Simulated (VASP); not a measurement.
A convergence study with VASP on MgTe (zinc blende): a few settings are varied, all else stays as given below, so the limit is that of these other settings. The cell's lengths are 1 % over those of the tabulated start and one atom is moved, so it is off equilibrium.

```yaml
crystal:
  lattice:
    - [0.00000, 3.24210, 3.24210]
    - [3.24210, 0.00000, 3.24210]
    - [3.24210, 3.24210, 0.00000]
  atoms:
    - { symbol: Mg, position: [0.00000, 0.00000, 0.00000] }
    - { symbol: Te, position: [0.24065, 0.25935, 0.25935] }
```

Method: PBE GGA, VASP's PBE PAW potentials (set 64) (plane waves; VASP). The last row used: 900 eV cut-off, 6×6×6 Γ-centred mesh, Gaussian smearing of 0.050 eV, potentials Mg Te_GW.

Unless said otherwise, spin-orbit coupling is left out, though it shifts the bands of the heavy elements here. Gaps are read on the run's mesh, which can miss a band edge. Energies of different potentials or hybrids have different zeros.

```json
[
 {"setting": "ENCUT = 300, POTCAR Mg Te", "E (eV/atom)": "-3.1966", "pressure (GPa)": "0.43", "gap on the mesh (eV)": "2.298", "plane waves": "821"},
 {"setting": "ENCUT = 400, POTCAR Mg Te", "E (eV/atom)": "-3.1969", "pressure (GPa)": "0.43", "gap on the mesh (eV)": "2.298", "plane waves": "1258"},
 {"setting": "ENCUT = 520, POTCAR Mg Te", "E (eV/atom)": "-3.1970", "pressure (GPa)": "0.43", "gap on the mesh (eV)": "2.298", "plane waves": "1853"},
 {"setting": "ENCUT = 700, POTCAR Mg Te", "E (eV/atom)": "-3.1971", "pressure (GPa)": "0.43", "gap on the mesh (eV)": "2.298", "plane waves": "2884"},
 {"setting": "ENCUT = 900, POTCAR Mg Te", "E (eV/atom)": "-3.1971", "pressure (GPa)": "0.43", "gap on the mesh (eV)": "2.298", "plane waves": "4279"},
 {"setting": "ENCUT = 300, POTCAR Mg_pv Te", "E (eV/atom)": "-2.9588", "pressure (GPa)": "-23.86", "gap on the mesh (eV)": "2.283", "plane waves": "821"},
 {"setting": "ENCUT = 400, POTCAR Mg_pv Te", "E (eV/atom)": "-3.1886", "pressure (GPa)": "-1.15", "gap on the mesh (eV)": "2.299", "plane waves": "1258"},
 {"setting": "ENCUT = 520, POTCAR Mg_pv Te", "E (eV/atom)": "-3.1948", "pressure (GPa)": "0.47", "gap on the mesh (eV)": "2.300", "plane waves": "1853"},
 {"setting": "ENCUT = 700, POTCAR Mg_pv Te", "E (eV/atom)": "-3.1953", "pressure (GPa)": "0.41", "gap on the mesh (eV)": "2.301", "plane waves": "2884"},
 {"setting": "ENCUT = 900, POTCAR Mg_pv Te", "E (eV/atom)": "-3.1956", "pressure (GPa)": "0.52", "gap on the mesh (eV)": "2.301", "plane waves": "4279"},
 {"setting": "ENCUT = 300, POTCAR Mg_sv Te", "E (eV/atom)": "-3.2660", "pressure (GPa)": "-75.47", "gap on the mesh (eV)": "2.678", "plane waves": "821"},
 {"setting": "ENCUT = 400, POTCAR Mg_sv Te", "E (eV/atom)": "-3.1928", "pressure (GPa)": "-13.46", "gap on the mesh (eV)": "2.364", "plane waves": "1258"},
 {"setting": "ENCUT = 520, POTCAR Mg_sv Te", "E (eV/atom)": "-3.2060", "pressure (GPa)": "-0.14", "gap on the mesh (eV)": "2.312", "plane waves": "1853"},
 {"setting": "ENCUT = 700, POTCAR Mg_sv Te", "E (eV/atom)": "-3.2043", "pressure (GPa)": "0.29", "gap on the mesh (eV)": "2.309", "plane waves": "2884"},
 {"setting": "ENCUT = 900, POTCAR Mg_sv Te", "E (eV/atom)": "-3.2002", "pressure (GPa)": "0.47", "gap on the mesh (eV)": "2.305", "plane waves": "4279"},
 {"setting": "ENCUT = 300, POTCAR Mg Te_GW", "E (eV/atom)": "-3.1984", "pressure (GPa)": "0.41", "gap on the mesh (eV)": "2.298", "plane waves": "821"},
 {"setting": "ENCUT = 400, POTCAR Mg Te_GW", "E (eV/atom)": "-3.1987", "pressure (GPa)": "0.41", "gap on the mesh (eV)": "2.298", "plane waves": "1258"},
 {"setting": "ENCUT = 520, POTCAR Mg Te_GW", "E (eV/atom)": "-3.1987", "pressure (GPa)": "0.41", "gap on the mesh (eV)": "2.298", "plane waves": "1853"},
 {"setting": "ENCUT = 700, POTCAR Mg Te_GW", "E (eV/atom)": "-3.1988", "pressure (GPa)": "0.41", "gap on the mesh (eV)": "2.298", "plane waves": "2884"},
 {"setting": "ENCUT = 900, POTCAR Mg Te_GW", "E (eV/atom)": "-3.1991", "pressure (GPa)": "0.41", "gap on the mesh (eV)": "2.298", "plane waves": "4279"}
]
```

Left out are rungs that failed or repeat a setting and relaxations that didn't move; long series are thinned to 24 rows.

The compound is MgTe in the zinc blende structure, whereas wurtzite is the usual form. The cell was not relaxed at this level, it is distorted from the ideal structure.
